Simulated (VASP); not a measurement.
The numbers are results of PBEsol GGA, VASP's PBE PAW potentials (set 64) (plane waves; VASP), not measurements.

The input files of a VASP run:

### INCAR
```
ALGO=Normal
EDIFF=1E-6
EDIFFG=-0.02
ENCUT=520
GGA=PS
IBRION=2
ISIF=3
ISMEAR=0
LASPH=.TRUE.
LCHARG=.FALSE.
LREAL=.FALSE.
LWAVE=.FALSE.
NELM=100
NSW=60
PREC=Accurate
SIGMA=0.05
SYSTEM=Li2Na2Cl4
```

### KPOINTS
```
Regular mesh
0
G
  7 7 2
0 0 0
```

POSCAR:
```
Li2Na2Cl4
1.0
  0.0000000000   2.6583297417   2.6583297417
  2.6583297417   0.0000000000   2.6583297417
 10.7179301472  10.7179301472  -0.0846111803
Na Cl Li
2 4 2
Cart
 10.6390642346  10.6390642346  -0.0057452677
  5.4166781911   5.4166781911   5.2166407758
  2.6689061392   2.6689061392   2.6477533442
  5.5053898295   5.5053898295   2.4695993956
  8.0278712129   8.0278712129   2.6054477540
 10.5503525962  10.5503525962   2.7412961124
  8.0884559614   8.0884559614   5.2031927469
  7.9672864643   7.9672864643   0.0077027611
```

POTCAR, in this order: Na_pv Cl Li_sv (PBE.64 set). Program: vasp_std.

Output of the run:

OUTCAR:
```
 ion  position               nearest neighbor table
   1  0.015  0.015  0.989-
   2  0.985  0.985  0.261-
   3  0.500  0.500  0.125-
   4  0.471  0.471  0.397-   7 2.59   7 2.59   7 2.59
   5  0.500  0.500  0.625-   7 2.60   8 2.60   8 2.60   8 2.60   7 2.60   7 2.60
   6  0.529  0.529  0.853-   8 2.59   8 2.59   8 2.59
   7  0.987  0.987  0.510-   4 2.59   4 2.59   4 2.59   5 2.60   5 2.60   5 2.60
   8  0.013  0.013  0.740-   6 2.59   6 2.59   6 2.59   5 2.60   5 2.60   5 2.60
  LATTYP: Found a trigonal (rhomboedric) cell.
 ALAT       =    12.6130108291
 COS(alpha) =     0.9555798354
 Subroutine PRICEL returns:
 Original cell was already a primitive cell.
 Subroutine GETGRP returns: Found 12 space group operations
The static configuration has the point symmetry C_3v.
 The point group associated with its full space group is D_3d.
The dynamic configuration has the point symmetry C_3v.
 Subroutine INISYM returns: Found 12 space group operations
 Subroutine IBZKPT returns following result:
 Found     32 irreducible k-points:

 Following reciprocal coordinates:
            Coordinates               Weight
  0.000000  0.000000  0.000000      1.000000
  0.142857  0.000000  0.000000      4.000000
  0.285714  0.000000 -0.000000      4.000000
  0.428571  0.000000  0.000000      4.000000
  0.142857  0.142857 -0.000000      2.000000
  0.285714  0.142857 -0.000000      4.000000
  0.428571  0.142857 -0.000000      4.000000
 -0.428571  0.142857 -0.000000      4.000000
 -0.285714  0.142857  0.000000      4.000000
 -0.142857  0.142857  0.000000      2.000000
  0.285714  0.285714 -0.000000      2.000000
  0.428571  0.285714 -0.000000      4.000000
 -0.428571  0.285714  0.000000      4.000000
 -0.285714  0.285714  0.000000      2.000000
  0.428571  0.428571 -0.000000      2.000000
 -0.428571  0.428571  0.000000      2.000000
...
```

File OSZICAR:
```
       N       E                     dE             d eps       ncg     rms          rms(c)
DAV:   1     0.483038216478E+03    0.48304E+03   -0.21537E+04  1856   0.173E+03
DAV:   2     0.275132260274E+02   -0.45552E+03   -0.43803E+03  2289   0.432E+02
DAV:   3    -0.256177317415E+02   -0.53131E+02   -0.52763E+02  2644   0.142E+02
DAV:   4    -0.291710167097E+02   -0.35533E+01   -0.35389E+01  3032   0.360E+01
DAV:   5    -0.295898563277E+02   -0.41884E+00   -0.41848E+00  3052   0.691E+00    0.428E+00
DAV:   6    -0.291639672569E+02    0.42589E+00   -0.10528E+00  2438   0.564E+00    0.309E+00
DAV:   7    -0.291328511580E+02    0.31116E-01   -0.27982E-01  3296   0.271E+00    0.177E+00
DAV:   8    -0.291399245358E+02   -0.70734E-02   -0.29252E-02  2315   0.137E+00    0.208E-01
DAV:   9    -0.291403578469E+02   -0.43331E-03   -0.62443E-03  2755   0.428E-01    0.153E-01
DAV:  10    -0.291403630755E+02   -0.52287E-05   -0.26080E-04  2691   0.104E-01    0.102E-01
DAV:  11    -0.291402810062E+02    0.82069E-04   -0.10297E-03  2171   0.279E-01    0.590E-02
DAV:  12    -0.291402601828E+02    0.20823E-04   -0.22674E-04  2446   0.904E-02    0.445E-02
DAV:  13    -0.291402520305E+02    0.81523E-05   -0.73322E-05  2091   0.422E-02    0.200E-02
DAV:  14    -0.291402408014E+02    0.11229E-04   -0.45120E-05  2846   0.640E-02    0.130E-02
DAV:  15    -0.291402409532E+02   -0.15186E-06   -0.24470E-05  1979   0.276E-02    0.144E-02
DAV:  16    -0.291402399627E+02    0.99053E-06   -0.43439E-06  1963   0.129E-02
   1 F= -.29140240E+02 E0= -.29140240E+02  d E =-.291402E+02
       N       E                     dE             d eps       ncg     rms          rms(c)
DAV:   1    -0.291404140998E+02   -0.17315E-03   -0.23367E-02  1987   0.964E-01    0.703E-02
DAV:   2    -0.291403842843E+02    0.29815E-04   -0.79328E-04  2164   0.177E-01    0.293E-02
DAV:   3    -0.291403676552E+02    0.16629E-04   -0.70684E-05  2974   0.529E-02    0.164E-02
DAV:   4    -0.291403633917E+02    0.42635E-05   -0.41022E-06  2088   0.208E-02    0.579E-03
DAV:   5    -0.291403621566E+02    0.12351E-05   -0.15230E-06  1406   0.102E-02    0.183E-03
DAV:   6    -0.291403621046E+02    0.52013E-07   -0.53667E-07  1303   0.684E-03
   2 F= -.29140362E+02 E0= -.29140362E+02  d E =-.122142E-03
       N       E                     dE             d eps       ncg     rms          rms(c)
DAV:   1    -0.291407026331E+02   -0.34048E-03   -0.10458E-01  1882   0.204E+00    0.146E-01
DAV:   2    -0.291405731608E+02    0.12947E-03   -0.35029E-03  2149   0.373E-01    0.616E-02
DAV:   3    -0.291404998274E+02    0.73333E-04   -0.31155E-04  3006   0.112E-01    0.350E-02
DAV:   4    -0.291404839052E+02    0.15922E-04   -0.19362E-05  2576   0.439E-02    0.120E-02
DAV:   5    -0.291404802501E+02    0.36551E-05   -0.69544E-06  2120   0.201E-02    0.443E-03
DAV:   6    -0.291404800516E+02    0.19853E-06   -0.15698E-06  1646   0.868E-03
   3 F= -.29140480E+02 E0= -.29140480E+02  d E =-.240089E-03
```

**OUTCAR**
```
------------------------ aborting loop because EDIFF is reached ----------------------------------------
  FORCE on cell =-STRESS in cart. coord.  units (eV):
  Direction    XX          YY          ZZ          XY          YZ          ZX
  --------------------------------------------------------------------------------------
  Total       -0.0367150     -0.0367150     -0.0367150      0.0024839     -0.0024839     -0.0024839
  in kB       -0.3860163     -0.3860163     -0.3860163      0.0261155     -0.0261155     -0.0261155
  external PRESSURE =      -0.3860163 kB  Pullay stress =       0.0000000 kB
  volume of cell :      152.39
      direct lattice vectors                 reciprocal lattice vectors
     0.000000000  2.659736532  2.659736532    -0.187222419  0.188754671  0.187222419
     2.659736532  0.000000000  2.659736532     0.188754671 -0.187222419  0.187222419
    10.726735115 10.726735115 -0.087788988     0.046422542  0.046422542 -0.046422542
 POSITION                                       TOTAL-FORCE (eV/Angst)
 -----------------------------------------------------------------------------------
     10.65022     10.65022     -0.01128         0.002484      0.002484     -0.002484
      5.41793      5.41793      5.22101        -0.002484     -0.002484      0.002484
      2.67071      2.67071      2.64876         0.000000      0.000000     -0.000000
      5.51065      5.51065      2.46856        -0.000172     -0.000172      0.000172
      8.03408      8.03408      2.60487         0.000000      0.000000     -0.000000
     10.55751     10.55751      2.74118         0.000172      0.000172     -0.000172
      8.09590      8.09590      5.20279         0.006034      0.006034     -0.006034
      7.97226      7.97226      0.00695        -0.006034     -0.006034      0.006034
 -----------------------------------------------------------------------------------
    total drift:                               -0.000000     -0.000000      0.000000
  FREE ENERGIE OF THE ION-ELECTRON SYSTEM (eV)
  ---------------------------------------------------
  free  energy   TOTEN  =       -29.1404800516 eV

  energy  without entropy=      -29.1404800516  energy(sigma->0) =      -29.14048005

 reached required accuracy - stopping structural energy minimisation
```
(Selected blocks of OUTCAR.)

File CONTCAR:
```
Li2Na2Cl4
   1.00000000000000
     0.0000000000000119    2.6597365316660486    2.6597365316660246
     2.6597365316660486    0.0000000000000119    2.6597365316660246
    10.7267351145704879   10.7267351145704879   -0.0877889878061888
  Na              Cl              Li
     2     4     2
Direct
     0.0142074677542833    0.0142074677542833    0.9893443991842857
     0.9857925322457167    0.9857925322457167    0.2606556008157143
     0.5000000000000000    0.5000000000000000    0.1250000000000000
     0.4706135426314056    0.4706135426314056    0.3970398430264457
     0.5000000000000000    0.5000000000000000    0.6250000000000000
     0.5293864573685944    0.5293864573685944    0.8529601569735542
     0.9864832820417856    0.9864832820417856    0.5101375384436621
     0.0135167179582144    0.0135167179582144    0.7398624615563379
```

The structure was generated: Li2Na2Cl4 was put into an ordered model structure (R-3m), which need not be its known phase. This run relaxes it. Symmetry was kept, so distortions that lower it aren't found. The start is the result of an earlier pass.
